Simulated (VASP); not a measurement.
Runs of VASP 6.6.1 on PmSe. Symmetry: F-43m, No. 216, cubic system. The conventional cell has a = 6.446 Å, b = 6.446 Å, c = 6.446 Å, α = 90.00°, β = 90.00°, γ = 90.00°. Around Pm (site symmetry -43m) lie 4 Se at 2.79 Å. Se (site symmetry -43m) is surrounded by 4 Pm at 2.79 Å. The cell comes from a database or a generator and needn't be the stable form of this composition.

```tsv
level	spin	U	gap on the mesh (eV)	pressure (GPa)	moment (μB)
LDA+U	collinear, ferromagnetic start	Pm f U = 4 eV	none	(a)	4.91
LDA+U	collinear, zero start	Pm f U = 4 eV	none	2.1	4.87
LDA+U	off	Pm f U = 4 eV	none	-0.3	-
PBE+U	collinear, ferromagnetic start	Pm f U = 4 eV	none	6.1	(b)
LDA+U	collinear, random start	Pm f U = 6 eV	none	1.6	4.67
```

Alike in all rows: task single point; potentials or basis VASP PAW PBE potentials, release 64 (Pm, Se); cell as given; k mesh 5 × 5 × 5; cutoff (eV) 520; smearing gaussian 0.05 eV.

Estimate the missing entries.

(a) 2.5; (b) 4.99.

Caveats: the magnetic or orbital state may not be the lowest (some runs); the PAW data sets were made with another functional, which shifts forces and pressure a little (some runs); spin-orbit coupling is left out, which moves the levels of the heavy elements (some runs); U without spin polarisation on a metal has little footing (some runs).

A k mesh can miss the band edges, and the runs leave out spin-orbit coupling on Pm, Se.

A gap of «none» marks a metal or a gap under the smearing width.

Not every run made on this cell is shown here.
